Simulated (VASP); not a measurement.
Here is the system:

```xyz
3
Lattice="1.8367 1.0604 5.3906 -1.8367 1.0604 5.3906 0.0000 -2.1208 5.3906" Properties=species:S:1:pos:R:3 pbc="T T T"
Ge     0.0000     0.0000     0.0264
Se     0.0000     0.0000    12.4035
Se     0.0000     0.0000     9.1319
```

Level of theory: PBEsol GGA, VASP's PBE PAW potentials (set 64) (plane waves; VASP 6.6.1). Settings: 400 eV cut-off, Gaussian smearing of 0.050 eV, potentials Ge_d Se.

Without a dispersion term in the relaxation, distances and binding between the weakly bound layers, chains or molecules are unreliable, and so is what depends on them.

Task: Predict the band gap (along the path) with the smallest direct gap where there is one.

Result: 
```yaml
band gap (along the path): none (metal, semimetal or under 0.01 eV)
```

The absolute energy has meaning only against runs of the same code, potentials and settings.

The structure was generated: GeSe2 was put into the 3R-MoS2 type (R3m), which need not be its known phase. It was relaxed first, which changed the volume by +18 %.
